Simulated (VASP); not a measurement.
Consider the following.

```
ZnSe
1.0
    4.97881     0.00000     0.00000
    0.00000     4.97881     0.00000
    0.00000     0.00000     4.27974
Zn Se
2 2
Direct
  0.50000   0.00000   0.08466
  0.00000   0.50000   0.91534
  0.00000   0.00000   0.00000
  0.50000   0.50000   0.00000
```

Level of theory: r2SCAN meta-GGA with spin-orbit coupling, VASP's PBE PAW potentials (set 64) (plane waves; VASP 6.6.1). Run with 400 eV cut-off, 6×6×7 Γ-centred mesh, Gaussian smearing of 0.050 eV, potentials Zn Se.

Give the energies of bands 29 to 42 at the high-symmetry points, in eV from the Fermi level.

```csv
band,Γ,X,M,Z,R,A
29,-2.38,-3.22,-0.84,-3.83,-3.06,-2.02
30,-2.38,-3.22,-0.84,-3.83,-3.06,-2.02
31,-1.56,-3.22,-0.84,-1.46,-3.06,-2.02
32,-1.56,-3.22,-0.84,-1.46,-3.06,-2.02
33,-1.30,-1.04,0.47,-1.19,-2.39,0.54
34,-1.30,-1.04,0.47,-1.19,-2.39,0.54
35,-0.87,-1.04,0.47,-1.13,-2.39,0.54
36,-0.87,-1.04,0.47,-1.13,-2.39,0.54
37,-0.15,3.38,4.07,-0.53,3.21,1.46
38,-0.15,3.38,4.07,-0.53,3.21,1.46
39,0.49,3.38,4.07,1.48,3.21,1.46
40,0.49,3.38,4.07,1.48,3.21,1.46
41,4.48,5.23,5.11,4.21,4.48,5.99
42,4.48,5.23,5.11,4.21,4.48,5.99
```

It has no gap at this level: it comes out as a metal or semimetal.

The structure was generated: ZnSe was put into the litharge type (P4/nmm), which need not be its known phase. It was relaxed first, which changed the volume by +15 %.
